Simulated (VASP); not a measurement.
Consider the following.

```
CELL_PARAMETERS angstrom
      9.64982     0.00000     0.00000
      0.00000     9.64982     0.00000
      0.00000     0.00000     9.71431
ATOMIC_POSITIONS crystal
  Sn 0.00000 0.00000 0.00000
  Sn 0.25000 0.25000 0.16667
  Sn 0.00000 0.00000 0.33333
  Sn 0.25000 0.25000 0.50000
  Sn 0.00000 0.00000 0.66667
  Sn 0.25000 0.25000 0.83333
  Sn 0.00000 0.50000 0.00000
  Sn 0.25000 0.75000 0.16667
  Sn 0.00000 0.50000 0.33333
  Sn 0.24850 0.74592 0.49877
  Sn 0.00000 0.50000 0.66667
  Sn 0.25000 0.75000 0.83333
  Sn 0.50000 0.00000 0.00000
  Sn 0.75000 0.25000 0.16667
  Sn 0.50000 0.00000 0.33333
  Sn 0.75000 0.25000 0.50000
  Sn 0.50000 0.00000 0.66667
  Sn 0.75000 0.25000 0.83333
  Sn 0.50000 0.50000 0.00000
  Sn 0.75000 0.75000 0.16667
  Sn 0.49882 0.49599 0.33060
  Sn 0.75000 0.75000 0.50000
  Sn 0.49621 0.50122 0.66695
  Sn 0.75000 0.75000 0.83333
  O  0.15350 0.15350 0.00000
  O  0.40350 0.09650 0.16667
  O  0.09650 0.40350 0.16667
  O  0.34650 0.34650 0.00000
  O  0.15350 0.15350 0.33333
  O  0.40350 0.09650 0.50000
  O  0.09650 0.40350 0.50000
  O  0.34205 0.34879 0.33357
  O  0.15350 0.15350 0.66667
  O  0.40350 0.09650 0.83333
  O  0.09650 0.40350 0.83333
  O  0.34679 0.34256 0.66275
  O  0.15350 0.65350 0.00000
  O  0.39871 0.59684 0.16870
  O  0.09650 0.90350 0.16667
  O  0.34650 0.84650 0.00000
  O  0.15757 0.65722 0.32947
  O  0.09650 0.90350 0.50000
  O  0.34433 0.85014 0.32885
  O  0.15642 0.65524 0.66734
  O  0.39996 0.59207 0.82937
  O  0.09650 0.90350 0.83333
  O  0.34497 0.84235 0.67170
  O  0.65350 0.15350 0.00000
  O  0.90350 0.09650 0.16667
  O  0.59650 0.40350 0.16667
  O  0.84650 0.34650 0.00000
  O  0.65350 0.15350 0.33333
  O  0.90350 0.09650 0.50000
  O  0.59767 0.39868 0.49591
  O  0.84650 0.34650 0.33333
  O  0.65350 0.15350 0.66667
  O  0.90350 0.09650 0.83333
  O  0.59650 0.40350 0.83333
  O  0.84650 0.34650 0.66667
  O  0.65350 0.65350 0.00000
  O  0.90350 0.59650 0.16667
  O  0.59650 0.90350 0.16667
  O  0.84650 0.84650 0.00000
  O  0.65673 0.65078 0.33459
  O  0.90350 0.59650 0.50000
  O  0.59650 0.90350 0.50000
  O  0.84650 0.84650 0.33333
  O  0.65120 0.65671 0.67044
  O  0.90350 0.59650 0.83333
  O  0.59650 0.90350 0.83333
  O  0.84650 0.84650 0.66667
```

Computed with PBE GGA, VASP's PBE PAW potentials (set 64) (plane waves; VASP). Numerical set-up: PREC = Normal, LREAL = Auto, ISYM = 0, EDIFF = 1E-5, 400 eV cut-off, 1×1×1 Γ-centred mesh, Gaussian smearing of 0.050 eV, potentials Sn O.

The supercell is sampled at Γ alone, which is coarse: total energies, pressure and levels can be off, energies of defects by several tenths of an eV.

The ions are relaxed. What does this cell relax into?

```
CELL_PARAMETERS angstrom
      9.64982     0.00000     0.00000
      0.00000     9.64982     0.00000
      0.00000     0.00000     9.71431
ATOMIC_POSITIONS crystal
  Sn 0.00372 0.99586 0.99980
  Sn 0.24894 0.25006 0.16619
  Sn 0.99583 0.00375 0.33144
  Sn 0.24816 0.24865 0.49987
  Sn 0.99577 0.00380 0.66825
  Sn 0.24895 0.25005 0.83356
  Sn 0.99945 0.50063 0.99994
  Sn 0.25080 0.74896 0.16686
  Sn 0.99951 0.49892 0.33351
  Sn 0.23580 0.76398 0.49990
  Sn 0.99952 0.49892 0.66626
  Sn 0.25075 0.74893 0.83283
  Sn 0.49913 0.00031 0.99988
  Sn 0.75245 0.24725 0.16491
  Sn 0.50088 0.00024 0.33349
  Sn 0.74961 0.25014 0.49981
  Sn 0.50084 0.00025 0.66628
  Sn 0.75245 0.24735 0.83470
  Sn 0.49871 0.50087 0.99981
  Sn 0.74953 0.75065 0.16609
  Sn 0.50844 0.49110 0.32260
  Sn 0.75081 0.75127 0.49983
  Sn 0.50840 0.49113 0.67708
  Sn 0.74953 0.75066 0.83351
  O  0.15320 0.15160 0.99986
  O  0.40139 0.09629 0.16797
  O  0.09692 0.40356 0.16681
  O  0.34696 0.34686 0.99986
  O  0.15234 0.15322 0.33284
  O  0.40100 0.09572 0.49986
  O  0.09451 0.40063 0.49983
  O  0.34513 0.35239 0.33583
  O  0.15226 0.15332 0.66684
  O  0.40132 0.09620 0.83179
  O  0.09689 0.40355 0.83295
  O  0.34510 0.35235 0.66393
  O  0.15412 0.65230 0.99987
  O  0.40392 0.59556 0.16763
  O  0.09809 0.90144 0.16996
  O  0.34749 0.84560 0.99985
  O  0.16062 0.64723 0.33758
  O  0.09005 0.90952 0.49984
  O  0.35237 0.83919 0.33752
  O  0.16049 0.64733 0.66219
  O  0.40391 0.59560 0.83204
  O  0.09814 0.90147 0.82968
  O  0.35247 0.83909 0.66214
  O  0.65347 0.15126 0.99979
  O  0.90371 0.09591 0.16413
  O  0.59980 0.39975 0.16073
  O  0.84843 0.34627 0.99984
  O  0.65037 0.15685 0.33296
  O  0.90074 0.09892 0.49982
  O  0.59086 0.40877 0.49984
  O  0.84276 0.34942 0.33293
  O  0.65036 0.15691 0.66670
  O  0.90369 0.09593 0.83552
  O  0.59980 0.39981 0.83893
  O  0.84288 0.34934 0.66669
  O  0.65267 0.65264 0.99981
  O  0.90339 0.59833 0.16794
  O  0.59620 0.90282 0.16677
  O  0.84798 0.84639 0.99983
  O  0.64707 0.65451 0.33574
  O  0.90391 0.59863 0.49985
  O  0.59898 0.90514 0.49987
  O  0.84626 0.84727 0.33285
  O  0.64711 0.65447 0.66385
  O  0.90336 0.59828 0.83178
  O  0.59621 0.90284 0.83297
  O  0.84625 0.84729 0.66683
```

How much energy does the relaxation gain?

The energy (σ→0) changes by -13.1 meV/atom, in 23 ionic steps.

The cell is a supercell with a defect, built from SnO2 (rutile): vac_O. The run is not spin-polarised, so no state with unpaired spins was tried.
